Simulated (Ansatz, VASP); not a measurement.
## Ca3SbP: VASP beside Ansatz

```xyz
5
Lattice="5.3824 0.0000 0.0000 0.0000 5.3824 0.0000 0.0000 0.0000 5.3824" Properties=species:S:1:pos:R:3 pbc="T T T"
Ca    0.0000    2.6912    2.6912
Ca    2.6912    0.0000    2.6912
Ca    2.6912    2.6912    0.0000
Sb    0.0000    0.0000    0.0000
P     2.6912    2.6912    2.6912
```

The cell comes from a database or a generator and needn't be the stable form of this composition.

Alike in both runs: task relaxation of cell and atoms; functional LDA; k mesh 8 × 8 × 8; occupations gaussian, width 0.02 eV; no spin polarisation.

|  | VASP | Ansatz |
| --- | --- | --- |
| version | VASP 6.6.1 | Ansatz 0.2.0 |
| potentials or method | VASP PAW LDA potentials, release 64 (Ca_sv, Sb, P) | scalar-relativistic, plane waves, PAW |
| plane-wave cutoff (eV) | 600 | 420 |
| valence electrons in the cell | 40 | 50 |

Ansatz gave:

| Item | Value |
| --- | --- |
| gap on the k mesh at the Fermi level, each at its own relaxed structure (eV) | 0.50 |
| relaxed volume (Å³/atom) | 28.97 |
| relaxed cell length with the largest relative difference (Å) | 5.252 |
| energy change over the relaxation (meV/atom) | -21 |

Task: What did VASP give for the same quantities?

Result: gap on the k mesh at the Fermi level, each at its own relaxed structure (eV): 0.49; relaxed volume (Å³/atom): 29.10; relaxed cell length with the largest relative difference (Å): 5.260; energy change over the relaxation (meV/atom): -19.

The two sets of potentials don't hold the same shells in valence.

Caveats: spin-orbit coupling is left out, which moves the levels of the heavy elements.
